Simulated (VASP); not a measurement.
VASP ran on this input.

**KPOINTS**
```
Automatic mesh
0
Gamma
6 6 4
0 0 0
```

INCAR:
```
! general
SYSTEM  = ZrSe2
PREC    = Accurate
ENCUT   = 400   ! plane-wave cut-off (eV)
LREAL   = .FALSE.   ! projection in real space or not
LASPH   = .TRUE.   ! aspherical one-centre terms

! electronic loop
EDIFF   = 1E-8   ! SCF stop (eV)
NELM    = 100
ALGO    = Normal
LMAXMIX = 4

! smearing
ISMEAR  = 0   ! Gaussian
SIGMA   = 0.05   ! width (eV)

! functional
GGA     = PS

! ions
IBRION  = 1   ! quasi-Newton
NSW     = 30
ISIF    = 2   ! forces and stress, cell fixed
EDIFFG  = -0.001   ! ionic stop

! output
LWAVE   = .FALSE.
LCHARG  = .FALSE.
```

### POSCAR
```
ZrSe2
1.0
  1.8695412825  -3.2381407103   0.0000000000
  1.8695412825   3.2381407103   0.0000000000
  0.0000000000   0.0000000000   6.1464844437
Zr Se
1 2
Cartesian
  3.7390825650   0.0000000000   0.0000000000
  1.8695412825   1.0793823955   1.5835266228
  1.8695412825  -1.0793823955   4.5629578209
```

POTCAR, in this order: Zr_sv Se (PBE.64 set). Program: vasp_std.

Problem. Write an equivalent input for Ansatz.

Solution. One equivalent input (not run):
Ansatz 0.2 input:
```yaml
crystal:
  lattice:
    - [1.8695413, -3.2381407, 0.0000000]
    - [1.8695413, 3.2381407, 0.0000000]
    - [0.0000000, 0.0000000, 6.1464844]
  atoms:
    - { symbol: Zr, position: [1.0000000, 1.0000000, 0.0000000] }
    - { symbol: Se, position: [0.3333330, 0.6666670, 0.2576313] }
    - { symbol: Se, position: [0.6666670, 0.3333330, 0.7423687] }
kpoints:
  mp_grid: { grid: [6, 6, 4] }
hamiltonian:
  xc: pbesol
  pseudopotentials: { kind: paw }
scf:
  occupations: { method: gaussian, width: 0.05 }
  max_iter: 100
relax:
  max_steps: 30
  f_tol: 0.001
output: { forces: true, stress: true, eigenvalues: true }
```
What does not carry over: each code has its own PAW files, so the cut-off isn't converted (ENCUT is set for VASP's; basis.ecutwfc is left out, and Ansatz then takes the one that its files recommend); Ansatz stops its SCF on the density residual and VASP on the energy change (EDIFF).

The compound is ZrSe2 in the 1T layered structure. This run relaxes the ions in a fixed cell. Symmetry was kept, so distortions that lower it aren't found. The start is the result of an earlier pass.
